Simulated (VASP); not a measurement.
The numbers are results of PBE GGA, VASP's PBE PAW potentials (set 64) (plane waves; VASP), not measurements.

A VASP calculation is set up with these files.

### INCAR
```
ALGO = Normal
EDIFF = 1E-6
EDIFFG = -0.02
ENCUT = 400
GGA = PE
IBRION = 2
ISIF = 3
ISMEAR = 0
LASPH = .True.
LCHARG = .False.
LMAXMIX = 4
LREAL = .False.
LWAVE = .False.
NELM = 100
NSW = 60
PREC = Accurate
SIGMA = 0.05
SYSTEM = Be4SSe3
```

POSCAR:
```
Be4SSe3
1
    5.1093318123    -0.0000000000     0.0000000000
   -0.0000000000     5.1093318123    -0.0000000000
    0.0000000000     0.0000000000     5.1093318123
Be Se S
4 3 1
Direct
  0.0068556432   0.9931443568   0.9931443568
  0.4931443568   0.5068556432   0.9931443568
  0.4931443568   0.9931443568   0.5068556432
  0.0068556432   0.5068556432   0.5068556432
  0.2500000000   0.2500000000   0.2500000000
  0.7500000000   0.7500000000   0.2500000000
  0.7500000000   0.2500000000   0.7500000000
  0.2500000000   0.7500000000   0.7500000000
```

**KPOINTS**
```
Automatic mesh
0
Gamma
4 4 4
0 0 0
```

POTCAR, in this order: Be Se S (PBE.64 set). Program: vasp_std.

The resulting files:

### OUTCAR
```
 ion  position               nearest neighbor table
   1  0.007  0.993  0.993-   8 2.15   6 2.23   7 2.23   5 2.23
   2  0.493  0.507  0.993-   8 2.15   6 2.23   7 2.23   5 2.23
   3  0.493  0.993  0.507-   8 2.15   6 2.23   7 2.23   5 2.23
   4  0.007  0.507  0.507-   8 2.15   6 2.23   7 2.23   5 2.23
   5  0.250  0.250  0.250-   1 2.23   2 2.23   3 2.23   4 2.23
   6  0.750  0.750  0.250-   1 2.23   2 2.23   3 2.23   4 2.23
   7  0.750  0.250  0.750-   1 2.23   2 2.23   3 2.23   4 2.23
   8  0.250  0.750  0.750-   1 2.15   2 2.15   3 2.15   4 2.15
  LATTYP: Found a simple cubic cell.
 ALAT       =     5.1093318123
 Subroutine PRICEL returns:
 Original cell was already a primitive cell.
 Subroutine GETGRP returns: Found 24 space group operations
The static configuration has the point symmetry C_3v.
 The point group associated with its full space group is T_d .
The dynamic configuration has the point symmetry C_3v.
 Subroutine INISYM returns: Found 24 space group operations
 Subroutine IBZKPT returns following result:
 Found     10 irreducible k-points:

 Following reciprocal coordinates:
            Coordinates               Weight
  0.000000  0.000000  0.000000      1.000000
  0.250000  0.000000  0.000000      6.000000
...
```

OSZICAR:
```
       N       E                     dE             d eps       ncg     rms          rms(c)
DAV:   1     0.126892003305E+03    0.12689E+03   -0.11474E+04   420   0.105E+03
DAV:   2    -0.274941812200E+02   -0.15439E+03   -0.14811E+03   618   0.197E+02
DAV:   3    -0.368346874084E+02   -0.93405E+01   -0.92962E+01   523   0.545E+01
DAV:   4    -0.369788619483E+02   -0.14417E+00   -0.14372E+00   542   0.802E+00
DAV:   5    -0.369815595394E+02   -0.26976E-02   -0.26967E-02   513   0.108E+00    0.785E+00
DAV:   6    -0.366116392567E+02    0.36992E+00   -0.27757E-01   510   0.271E+00    0.499E+00
DAV:   7    -0.364913365731E+02    0.12030E+00   -0.43102E-01   480   0.346E+00    0.919E-01
DAV:   8    -0.364930627955E+02   -0.17262E-02   -0.19602E-02   544   0.874E-01    0.304E-01
DAV:   9    -0.364936811099E+02   -0.61831E-03   -0.53523E-03   498   0.371E-01    0.822E-02
DAV:  10    -0.364936915292E+02   -0.10419E-04   -0.12429E-04   536   0.798E-02    0.635E-02
DAV:  11    -0.364938926817E+02   -0.20115E-03   -0.77440E-04   528   0.157E-01    0.508E-02
DAV:  12    -0.364938712669E+02    0.21415E-04   -0.10918E-04   515   0.637E-02    0.504E-02
DAV:  13    -0.364938624259E+02    0.88410E-05   -0.67167E-05   488   0.408E-02    0.711E-03
DAV:  14    -0.364938631692E+02   -0.74328E-06   -0.15907E-05   510   0.205E-02    0.130E-02
DAV:  15    -0.364938635881E+02   -0.41893E-06   -0.28289E-06   418   0.952E-03
   1 F= -.36493864E+02 E0= -.36493864E+02  d E =-.364939E+02
       N       E                     dE             d eps       ncg     rms          rms(c)
DAV:   1    -0.364949516601E+02   -0.10885E-02   -0.16505E-02   455   0.677E-01    0.179E-01
DAV:   2    -0.364942961907E+02    0.65547E-03   -0.13342E-03   515   0.215E-01    0.665E-02
DAV:   3    -0.364941886491E+02    0.10754E-03   -0.62547E-04   470   0.109E-01    0.388E-02
DAV:   4    -0.364941873321E+02    0.13171E-05   -0.18283E-05   500   0.237E-02    0.284E-02
DAV:   5    -0.364941886364E+02   -0.13043E-05   -0.10275E-05   465   0.168E-02    0.764E-03
DAV:   6    -0.364941881804E+02    0.45594E-06   -0.14761E-06   300   0.617E-03
   2 F= -.36494188E+02 E0= -.36494188E+02  d E =-.324592E-03
```

File OUTCAR:
```
------------------------ aborting loop because EDIFF is reached ----------------------------------------
  FORCE on cell =-STRESS in cart. coord.  units (eV):
  Direction    XX          YY          ZZ          XY          YZ          ZX
  --------------------------------------------------------------------------------------
  Total        0.0297769      0.0297769      0.0297769      0.0000000      0.0000000      0.0000000
  in kB        0.3587013      0.3587013      0.3587013      0.0000000      0.0000000      0.0000000
  external PRESSURE =       0.3587013 kB  Pullay stress =       0.0000000 kB
  volume of cell :      133.00
      direct lattice vectors                 reciprocal lattice vectors
     5.104491766  0.000000000  0.000000000     0.195905890 -0.000000000 -0.000000000
     0.000000000  5.104491766  0.000000000    -0.000000000  0.195905890  0.000000000
     0.000000000 -0.000000000  5.104491766    -0.000000000 -0.000000000  0.195905890
 POSITION                                       TOTAL-FORCE (eV/Angst)
 -----------------------------------------------------------------------------------
      0.03584      5.06866      5.06866         0.008221     -0.008221     -0.008221
      2.51641      2.58808      5.06866        -0.008221      0.008221     -0.008221
      2.51641      5.06866      2.58808        -0.008221     -0.008221      0.008221
      0.03584      2.58808      2.58808         0.008221      0.008221      0.008221
      1.27612      1.27612      1.27612        -0.000000      0.000000      0.000000
      3.82837      3.82837      1.27612        -0.000000     -0.000000      0.000000
      3.82837      1.27612      3.82837         0.000000     -0.000000     -0.000000
      1.27612      3.82837      3.82837        -0.000000      0.000000      0.000000
 -----------------------------------------------------------------------------------
    total drift:                               -0.000000     -0.000000     -0.000000
  FREE ENERGIE OF THE ION-ELECTRON SYSTEM (eV)
  ---------------------------------------------------
  free  energy   TOTEN  =       -36.4941881804 eV

  energy  without entropy=      -36.4941881804  energy(sigma->0) =      -36.49418818

 reached required accuracy - stopping structural energy minimisation
```
(Selected blocks of OUTCAR.)

File CONTCAR:
```
Be4SSe3
   1.00000000000000
     5.1044917664130116    0.0000000000000000    0.0000000000000000
     0.0000000000000000    5.1044917664130116    0.0000000000000000
     0.0000000000000000   -0.0000000000000000    5.1044917664130116
  Be              Se              S
     4     3     1
Direct
     0.0070203520586913    0.9929796479413087    0.9929796479413087
     0.4929796479413087    0.5070203520586913    0.9929796479413087
     0.4929796479413087    0.9929796479413087    0.5070203520586913
     0.0070203520586913    0.5070203520586913    0.5070203520586913
     0.2500000000000000    0.2500000000000000    0.2500000000000000
     0.7500000000000000    0.7500000000000000    0.2500000000000000
     0.7500000000000000    0.2500000000000000    0.7500000000000000
     0.2500000000000000    0.7500000000000000    0.7500000000000000
```

The structure was generated: Be4SSe3 was put into an ordered model structure (P-43m), which need not be its known phase. This run relaxes it. Symmetry was kept, so distortions that lower it aren't found. The start is the result of an earlier pass.
